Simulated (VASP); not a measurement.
Computed with r2SCAN meta-GGA, VASP's PBE PAW potentials (set 64) (plane waves; VASP).

Input for VASP

INCAR:
```
ALGO  =  Normal
EDIFF  =  1E-6
EDIFFG  =  -0.01
ENCUT  =  400
IBRION  =  2
ISIF  =  3
ISMEAR  =  0
LASPH  =  .TRUE.
LCHARG  =  .FALSE.
LMAXMIX  =  4
LMIXTAU  =  .TRUE.
LREAL  =  .FALSE.
LWAVE  =  .FALSE.
METAGGA  =  R2SCAN
NELM  =  100
NSW  =  60
PREC  =  Accurate
SIGMA  =  0.05
SYSTEM  =  NaI
```

**POSCAR**
```
NaI
1
    0.0000000000     3.2350000000     3.2350000000
    3.2350000000     0.0000000000     3.2350000000
    3.2350000000     3.2350000000     0.0000000000
Na I
1 1
Direct
  0.0000000000   0.0000000000   0.0000000000
  0.5000000000   0.5000000000   0.5000000000
```

**KPOINTS**
```
kpoints
0
gamma
7 7 7
0 0 0
```

POTCAR, in this order: Na_pv I (PBE.64 set). Program: vasp_std.

Unless said otherwise, spin-orbit coupling is left out, though it shifts the bands of the heavy elements here.

**Question.** Estimate the energy per atom (σ→0), volume per atom, band gap (on the k-mesh).

**Answer.** 
```json
{
 "energy per atom (σ→0)": "-15.544 eV/atom",
 "band gap (on the k-mesh)": "4.48 eV",
 "volume_per_atom": "33.48 Å^3/atom"
}
```

**OSZICAR**
```
...
DAV:  12    -0.310886149633E+02   -0.98452E-07   -0.22318E-06   452   0.130E-02
   2 F= -.31088615E+02 E0= -.31088615E+02  d E =-.820428E-03
       N       E                     dE             d eps       ncg     rms          rms(c)
DAV:   1    -0.310890954197E+02   -0.48055E-03   -0.10027E-02   500   0.155E+00    0.124E-01
DAV:   2    -0.310888135304E+02    0.28189E-03   -0.34152E-04   473   0.251E-01    0.617E-02
DAV:   3    -0.310887364063E+02    0.77124E-04   -0.20495E-04   491   0.165E-01    0.283E-02
DAV:   4    -0.310887368421E+02   -0.43575E-06   -0.34784E-06   467   0.190E-02
   3 F= -.31088737E+02 E0= -.31088737E+02  d E =-.942306E-03
```

The compound is NaI in the rock salt structure. This run relaxes it. Symmetry was kept, so distortions that lower it aren't found.
